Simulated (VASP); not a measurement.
Input:

```xyz
5
Lattice="4.2060 0.0000 0.0000 0.0000 4.2060 0.0000 0.0000 0.0000 4.2060" Properties=species:S:1:pos:R:3 pbc="T T T"
Ba     0.0000     0.0000     0.0000
Zr     2.1030     2.1030     2.1030
O      2.1030     0.0000     2.1030
O      0.0000     2.1030     2.1030
O      2.1030     2.1030     0.0000
```

The numbers are results of MS2 meta-GGA, VASP's PBE PAW potentials (set 64) (plane waves; VASP 6.6.1), not measurements. Settings: 520 eV cut-off, 6×6×6 Γ-centred mesh, tetrahedra with Blöchl corrections, potentials Ba_sv Zr_sv O.

Unless said otherwise, spin-orbit coupling is left out, though it shifts the bands of the heavy elements here.

Task: Give the energies of bands 12 to 23 at the high-symmetry points, in eV from the valence-band maximum.

Result: 
| band | Γ | X | M | R |
|---|---|---|---|---|
| 12 | -1.54 | -3.71 | -3.78 | -3.77 |
| 13 | -1.54 | -1.94 | -3.73 | -3.77 |
| 14 | -1.54 | -1.94 | -3.73 | -3.60 |
| 15 | -0.99 | -1.78 | -2.37 | -2.57 |
| 16 | -0.99 | -1.73 | -2.37 | -2.57 |
| 17 | -0.99 | -1.73 | -0.95 | -2.57 |
| 18 | -0.28 | -1.66 | -0.95 | 0.00 |
| 19 | -0.28 | -0.54 | -0.91 | 0.00 |
| 20 | -0.28 | -0.54 | -0.07 | 0.00 |
| 21 | 3.43 | 3.87 | 5.90 | 6.25 |
| 22 | 3.43 | 5.93 | 5.90 | 6.25 |
| 23 | 3.43 | 5.93 | 6.67 | 6.25 |

The gap is indirect, 3.43 eV, from the valence maximum at R to the conduction minimum at Γ.

The compound is BaZrO3 in the cubic perovskite structure. It was relaxed first.
